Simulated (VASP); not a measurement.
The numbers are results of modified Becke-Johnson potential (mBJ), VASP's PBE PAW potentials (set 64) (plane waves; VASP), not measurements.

VASP input:

### POSCAR
```
GaSb
1
    0.0000000000     3.1096801953     3.1096801953
    3.1096801953     0.0000000000     3.1096801953
    3.1096801953     3.1096801953     0.0000000000
Ga Sb
1 1
Direct
  0.0000000000   0.0000000000   0.0000000000
  0.2500000000   0.2500000000   0.2500000000
```

File KPOINTS_OPT:
```
k-points along high-symmetry lines
11
Line-mode
Reciprocal
  0.000000   0.000000   0.000000 ! GAMMA
 -0.500000  -0.500000   0.000000 ! X

 -0.500000  -0.500000   0.000000 ! X
 -0.375000  -0.375000   0.250000 ! U

 -0.375000  -0.000000   0.375000 ! K
  0.000000   0.000000   0.000000 ! GAMMA

  0.000000   0.000000   0.000000 ! GAMMA
 -0.000000  -0.000000   0.500000 ! L

 -0.000000  -0.000000   0.500000 ! L
 -0.500000  -0.250000   0.250000 ! W

 -0.500000  -0.250000   0.250000 ! W
 -0.500000  -0.500000   0.000000 ! X
```

**INCAR**
```
! general
SYSTEM  = GaSb
PREC    = Accurate
ENCUT   = 520
LREAL   = .FALSE.
LASPH   = .TRUE.

! electronic loop
EDIFF   = 1E-6
NELM    = 200
ALGO    = Normal
LMAXMIX = 4
LMIXTAU = .TRUE.

! smearing
ISMEAR  = 0
SIGMA   = 0.05

! functional
METAGGA = MBJ

! ions
ISIF    = 0

! output
LWAVE   = .FALSE.
LCHARG  = .FALSE.
```

### KPOINTS
```
Automatic mesh
0
Gamma
6 6 6
0 0 0
```

POTCAR, in this order: Ga_d Sb (PBE.64 set). Program: vasp_std. Read from the step before: WAVECAR.

Output of the run:

File OSZICAR:
```
       N       E                     dE             d eps       ncg     rms          rms(c)
DAV:   1     0.412086477307E+03    0.41209E+03   -0.19196E+00   574   0.211E+01    0.144E+00
DAV:   2     0.412151472319E+03    0.64995E-01   -0.88399E-01   464   0.851E+00    0.861E-01
DAV:   3     0.412370791893E+03    0.21932E+00   -0.43357E-02   476   0.216E+00    0.577E-01
DAV:   4     0.412729680115E+03    0.35889E+00   -0.11563E-01   421   0.233E+00    0.168E-01
DAV:   5     0.412766220581E+03    0.36540E-01   -0.68237E-02   416   0.166E+00    0.689E-02
DAV:   6     0.412774759251E+03    0.85387E-02   -0.21233E-02   416   0.990E-01    0.539E-02
DAV:   7     0.412787552613E+03    0.12793E-01   -0.48158E-03   416   0.495E-01    0.256E-02
DAV:   8     0.412787902818E+03    0.35021E-03   -0.29622E-04   466   0.154E-01    0.154E-02
DAV:   9     0.412793623882E+03    0.57211E-02   -0.44657E-04   431   0.144E-01    0.182E-02
DAV:  10     0.412787007749E+03   -0.66161E-02   -0.17105E-04   416   0.121E-01    0.742E-03
DAV:  11     0.412790693084E+03    0.36853E-02   -0.25358E-05   451   0.375E-02    0.277E-03
DAV:  12     0.412791504634E+03    0.81155E-03   -0.15768E-06   418   0.133E-02    0.214E-03
DAV:  13     0.412791676621E+03    0.17199E-03   -0.34906E-06   441   0.120E-02    0.352E-04
DAV:  14     0.412791204146E+03   -0.47248E-03   -0.56856E-07   308   0.818E-03    0.542E-04
DAV:  15     0.412791386651E+03    0.18250E-03   -0.15460E-07   278   0.422E-03    0.125E-04
DAV:  16     0.412791384475E+03   -0.21756E-05   -0.36503E-08   208   0.205E-03    0.117E-04
DAV:  17     0.412791333656E+03   -0.50819E-04   -0.92353E-09   208   0.125E-03    0.907E-05
DAV:  18     0.412791344936E+03    0.11280E-04   -0.22747E-09   208   0.523E-04    0.301E-05
DAV:  19     0.412791343717E+03   -0.12190E-05   -0.13132E-09   208   0.349E-04    0.208E-05
DAV:  20     0.412791354199E+03    0.10483E-04   -0.23317E-10   208   0.190E-04    0.125E-05
DAV:  21     0.412791351602E+03   -0.25973E-05   -0.44143E-10   208   0.176E-04    0.997E-06
DAV:  22     0.412791351873E+03    0.27120E-06   -0.10698E-10   208   0.106E-04
   1 F= 0.41279135E+03 E0= 0.41279135E+03  d E =-.480656E-14
       N       E                     dE             ncg
       N       E                     dE             ncg
       N       E                     dE             ncg
       N       E                     dE             ncg
       N       E                     dE             ncg
```

File OUTCAR:
```
------------------------ aborting loop because EDIFF is reached ----------------------------------------
  volume of cell :       60.14
      direct lattice vectors                 reciprocal lattice vectors
     0.000000000  3.109680195  3.109680195    -0.160788238  0.160788238  0.160788238
     3.109680195  0.000000000  3.109680195     0.160788238 -0.160788238  0.160788238
     3.109680195  3.109680195  0.000000000     0.160788238  0.160788238 -0.160788238
  FREE ENERGIE OF THE ION-ELECTRON SYSTEM (eV)
  ---------------------------------------------------
  free  energy   TOTEN  =       412.7913518732 eV

  energy  without entropy=      412.7913518732  energy(sigma->0) =      412.79135187

     CMBJ =    1.0000

     CMBJA=   -0.0120

     CMBJB=    1.0230

     CMBJE=    0.5000

    CMBJ =    1.2068
```
(Selected blocks of OUTCAR.)

File OUTCAR:
```
 val. band max:        4.3085331191   @ k =   0.0000   0.0000   0.0000

 cond. band min:       4.8178690208   @ k =   0.0000   0.0000   0.0000


 Fermi energy:         4.5590235696

 k-point     1 :       0.0000    0.0000    0.0000
  band No.  band energies     occupation
      1     -10.9548      2.00000
      2     -10.9548      2.00000
      3     -10.9546      2.00000
      4     -10.8879      2.00000
      5     -10.8879      2.00000
      6      -6.6051      2.00000
      7       4.3078      2.00000
      8       4.3078      2.00000
      9       4.3085      2.00000
     10       4.8179      0.00000
     11       7.4268      0.00000
     12       7.4268      0.00000
     13       7.4298      0.00000

 k-point     2 :       0.1667    0.0000    0.0000
  band No.  band energies     occupation
      1     -10.9596      2.00000
      2     -10.9524      2.00000
      3     -10.9522      2.00000
      4     -10.8881      2.00000
      5     -10.8881      2.00000
      6      -6.3440      2.00000
      7       1.9104      2.00000
      8       3.9657      2.00000
      9       3.9667      2.00000
     10       5.7391      0.00000
     11       7.9192      0.00000
     12       7.9213      0.00000
     13       8.5435      0.00000

 k-point     3 :       0.3333    0.0000    0.0000
  band No.  band energies     occupation
      1     -10.9691      2.00000
      2     -10.9478      2.00000
      3     -10.9477      2.00000
      4     -10.8883      2.00000
      5     -10.8883      2.00000
      6      -5.6575      2.00000
      7      -0.4177      2.00000
      8       3.4779      2.00000
      9       3.4792      2.00000
     10       5.3985      0.00000
     11       8.3721      0.00000
     12       8.3731      0.00000
     13      11.1244      0.00000

 k-point     4 :       0.5000    0.0000    0.0000
  band No.  band energies     occupation
      1     -10.9738      2.00000
      2     -10.9457      2.00000
      3     -10.9456      2.00000
...
```

mBJ is a potential without an energy functional, so only the levels count. Unless said otherwise, spin-orbit coupling is left out, though it shifts the bands of the heavy elements here.

The compound is GaSb in the zinc blende structure. It was relaxed first, which changed the volume by +6 %. The cell's shape comes from a PBE relaxation.
